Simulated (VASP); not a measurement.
Computed with PBEsol GGA, VASP's PBE PAW potentials (set 64) (plane waves; VASP).

The input files of a VASP run:

**INCAR**
```
! general
SYSTEM   =  Ga2O3
PREC     =  Accurate
ENCUT    =  520
LREAL    =  .FALSE.
LASPH    =  .TRUE.

! electronic loop
EDIFF    =  1E-7
NELM     =  100
ALGO     =  Normal
LMAXMIX  =  4

! smearing
ISMEAR   =  -5

! functional
GGA      =  PS

! ions
ISIF     =  2

! output
LWAVE    =  .FALSE.
LCHARG   =  .TRUE.
LORBIT   =  11
NEDOS    =  601

! other
LEFG     =  .TRUE.
```

**POSCAR**
```
Ga2O3
1
    4.7138519976    -2.5032273615    -0.0041615661
    4.7138519976     2.5032273615    -0.0041615661
    3.3881920496     0.0000000000     4.1239207244
Ga O
4 6
Direct
  0.8558658137   0.8558658137   0.8558658137
  0.3558658137   0.3558658137   0.3558658137
  0.1441341863   0.1441341863   0.1441341863
  0.6441341863   0.6441341863   0.6441341863
  0.4471710990   0.0528289010   0.7500000000
  0.0528289010   0.7500000000   0.4471710990
  0.5528289010   0.9471710990   0.2500000000
  0.2500000000   0.5528289010   0.9471710990
  0.9471710990   0.2500000000   0.5528289010
  0.7500000000   0.4471710990   0.0528289010
```

File KPOINTS:
```
Automatic
0
G
  6 6 6
```

POTCAR, in this order: Ga_d O (PBE.64 set). Program: vasp_std.

What VASP printed:

### OUTCAR
```
 ion  position               nearest neighbor table
   1  0.856  0.856  0.856-   9 1.93   7 1.93   8 1.93  10 2.08   6 2.08   5 2.08   4 2.85
   2  0.356  0.356  0.356-  10 1.93   5 1.93   6 1.93   9 2.08   8 2.08   7 2.08   3 2.85
   3  0.144  0.144  0.144-   6 1.93   5 1.93  10 1.93   8 2.08   9 2.08   7 2.08   2 2.85
   4  0.644  0.644  0.644-   8 1.93   7 1.93   9 1.93   6 2.08  10 2.08   5 2.08   1 2.85
   5  0.447  0.053  0.750-   2 1.93   3 1.93   1 2.08   4 2.08
   6  0.053  0.750  0.447-   3 1.93   2 1.93   4 2.08   1 2.08
   7  0.553  0.947  0.250-   1 1.93   4 1.93   3 2.08   2 2.08
   8  0.250  0.553  0.947-   4 1.93   1 1.93   3 2.08   2 2.08
   9  0.947  0.250  0.553-   1 1.93   4 1.93   2 2.08   3 2.08
  10  0.750  0.447  0.053-   2 1.93   3 1.93   1 2.08   4 2.08
  LATTYP: Found a trigonal (rhomboedric) cell.
 ALAT       =     5.3372806931
 COS(alpha) =     0.5600629855
 Subroutine PRICEL returns:
 Original cell was already a primitive cell.
 Subroutine GETGRP returns: Found 12 space group operations
The static configuration has the point symmetry S_6 .
 The point group associated with its full space group is D_3d.
The dynamic configuration has the point symmetry S_6 .
 Subroutine INISYM returns: Found 12 space group operations
 Subroutine IBZKPT returns following result:
 Found     32 irreducible k-points:

 Following reciprocal coordinates:
            Coordinates               Weight
  0.000000  0.000000  0.000000      1.000000
  0.166667  0.000000  0.000000      6.000000
  0.333333  0.000000  0.000000      6.000000
  0.500000  0.000000  0.000000      3.000000
  0.166667  0.166667  0.000000      6.000000
  0.333333  0.166667  0.000000     12.000000
  0.500000  0.166667  0.000000     12.000000
 -0.333333  0.166667  0.000000     12.000000
 -0.166667  0.166667  0.000000      6.000000
  0.333333  0.333333  0.000000      6.000000
  0.500000  0.333333  0.000000     12.000000
 -0.333333  0.333333  0.000000      6.000000
  0.500000  0.500000  0.000000      3.000000
  0.166667  0.166667  0.166667      2.000000
  0.333333  0.166667  0.166667      6.000000
  0.500000  0.166667  0.166667      6.000000
 -0.333333  0.166667  0.166667      6.000000
 -0.166667  0.166667  0.166667      6.000000
  0.333333  0.333333  0.166667      6.000000
  0.500000  0.333333  0.166667     12.000000
 -0.333333  0.333333  0.166667     12.000000
 -0.166667  0.333333  0.166667     12.000000
  0.500000  0.500000  0.166667      6.000000
 -0.333333  0.500000  0.166667     12.000000
 -0.166667  0.500000  0.166667      6.000000
 -0.333333 -0.333333  0.166667      6.000000
  0.333333  0.333333  0.333333      2.000000
  0.500000  0.333333  0.333333      6.000000
 -0.333333  0.333333  0.333333      6.000000
  0.500000  0.500000  0.333333      6.000000
 -0.333333  0.500000  0.333333      6.000000
  0.500000  0.500000  0.500000      1.000000
   k-points           NKPTS =     32   k-points in BZ     NKDIM =     32   number of bands    NBANDS=     52
   number of dos      NEDOS =    601   number of ions     NIONS =     10
   total plane-waves  NPLWV =  64000
   dimension x,y,z NGX =    40 NGY =   40 NGZ =   40
   dimension x,y,z NGXF=    80 NGYF=   80 NGZF=   80
   ions per type =               4   6
   PREC   = accura    normal or accurate (medium, high low for compatibility)
   ISTART =      0    job   : 0-new  1-cont  2-samecut
   ICHARG =      2    charge: 1-file 2-atom 10-const
   ISPIN  =      1    spin polarized calculation?
   LNONCOLLINEAR =      F non collinear calculations
   LSORBIT =      F    spin-orbit coupling
   INIWAV =      1    electr: 0-lowe 1-rand  2-diag
   ENCUT  =  520.0 eV  38.22 Ry    6.18 a.u.   9.92  9.92  9.92*2*pi/ulx,y,z
   NELM   =    100;   NELMIN=  2; NELMDL= -5     # of ELM steps
   EDIFF  = 0.1E-06   stopping-criterion for ELM
   LREAL  =      F    real-space projection
...
```

OSZICAR:
```
       N       E                     dE             d eps       ncg     rms          rms(c)
DAV:   1     0.121618779635E+04    0.12162E+04   -0.40345E+04  3788   0.316E+03
DAV:   2     0.196268302235E+03   -0.10199E+04   -0.97885E+03  3432   0.817E+02
DAV:   3    -0.506515721704E+02   -0.24692E+03   -0.24176E+03  3856   0.266E+02
DAV:   4    -0.705587228226E+02   -0.19907E+02   -0.19712E+02  4216   0.816E+01
DAV:   5    -0.712604261081E+02   -0.70170E+00   -0.69975E+00  4328   0.155E+01    0.156E+01
DAV:   6    -0.638267069753E+02    0.74337E+01   -0.28858E+01  6080   0.614E+01    0.461E+00
DAV:   7    -0.638943679077E+02   -0.67661E-01   -0.25056E+00  3656   0.895E+00    0.310E+00
DAV:   8    -0.638331733802E+02    0.61195E-01   -0.42744E-01  4912   0.502E+00    0.111E+00
DAV:   9    -0.638085780287E+02    0.24595E-01   -0.14699E-01  5296   0.424E+00    0.146E-01
DAV:  10    -0.638093122362E+02   -0.73421E-03   -0.90116E-03  4484   0.903E-01    0.464E-02
DAV:  11    -0.638093692503E+02   -0.57014E-04   -0.10417E-03  4252   0.395E-01    0.185E-02
DAV:  12    -0.638093815778E+02   -0.12328E-04   -0.16837E-04  4148   0.110E-01    0.119E-02
DAV:  13    -0.638093822093E+02   -0.63151E-06   -0.15881E-05  4480   0.237E-02    0.287E-03
DAV:  14    -0.638093819467E+02    0.26263E-06   -0.13544E-06  3800   0.749E-03    0.112E-03
DAV:  15    -0.638093818081E+02    0.13862E-06   -0.17944E-07  2780   0.937E-03    0.493E-04
DAV:  16    -0.638093819388E+02   -0.13067E-06   -0.15781E-07  2168   0.278E-03    0.380E-04
DAV:  17    -0.638093819444E+02   -0.56225E-08   -0.51013E-08  2032   0.269E-03
   1 F= -.63809382E+02 E0= -.63809382E+02  d E =0.000000E+00
```

**OUTCAR**
```
------------------------ aborting loop because EDIFF is reached ----------------------------------------
  FORCE on cell =-STRESS in cart. coord.  units (eV):
  Direction    XX          YY          ZZ          XY          YZ          ZX
  --------------------------------------------------------------------------------------
  Total       -0.0578269     -0.0701229     -0.0688549      0.0000000      0.0000000      0.0039486
  in kB       -0.9512818     -1.1535576     -1.1326975      0.0000000      0.0000000      0.0649571
  external PRESSURE =      -1.0791790 kB  Pullay stress =       0.0000000 kB
  volume of cell :       97.39
      direct lattice vectors                 reciprocal lattice vectors
     4.713851998 -2.503227362 -0.004161566     0.105993484 -0.199742144 -0.087083701
     4.713851998  2.503227362 -0.004161566     0.105993484  0.199742144 -0.087083701
     3.388192050  0.000000000  4.123920724     0.000213922  0.000000000  0.242311930
 POSITION                                       TOTAL-FORCE (eV/Angst)
 -----------------------------------------------------------------------------------
     10.96869      0.00000      3.52240         0.003211      0.000000      0.001031
      4.56074      0.00000      1.46460         0.003211      0.000000      0.001031
      1.84721      0.00000      0.59320        -0.003211      0.000000     -0.001031
      8.25516      0.00000      2.65100        -0.003211      0.000000     -0.001031
      4.89807     -0.98713      3.09086        -0.000000      0.000614     -0.000000
      5.29952      1.74518      1.84076         0.000162     -0.000307     -0.000506
      7.91783      0.98713      1.02474        -0.000000     -0.000614     -0.000000
      6.99361      0.75805      3.90272         0.000162      0.000307     -0.000506
      7.51638     -1.74518      2.27484        -0.000162      0.000307      0.000506
      5.82228     -0.75805      0.21288        -0.000162     -0.000307      0.000506
 -----------------------------------------------------------------------------------
    total drift:                               -0.000000     -0.000000     -0.000000
  FREE ENERGIE OF THE ION-ELECTRON SYSTEM (eV)
  ---------------------------------------------------
  free  energy   TOTEN  =       -63.8093819444 eV

  energy  without entropy=      -63.8093819444  energy(sigma->0) =      -63.80938194

 total charge

# of ion       s       p       d       tot
------------------------------------------
    1        0.675   0.739  10.252  11.666
    2        0.675   0.739  10.252  11.666
    3        0.675   0.739  10.252  11.666
    4        0.675   0.739  10.252  11.666
    5        1.553   3.491   0.000   5.044
    6        1.553   3.491   0.000   5.044
    7        1.553   3.491   0.000   5.044
    8        1.553   3.491   0.000   5.044
    9        1.553   3.491   0.000   5.044
   10        1.553   3.491   0.000   5.044
--------------------------------------------------
tot         12.018  23.905  41.007  76.930
```
(Selected blocks of OUTCAR.)

The compound is Ga2O3 in the corundum structure, the metastable α form; monoclinic β is stable. It was relaxed first.
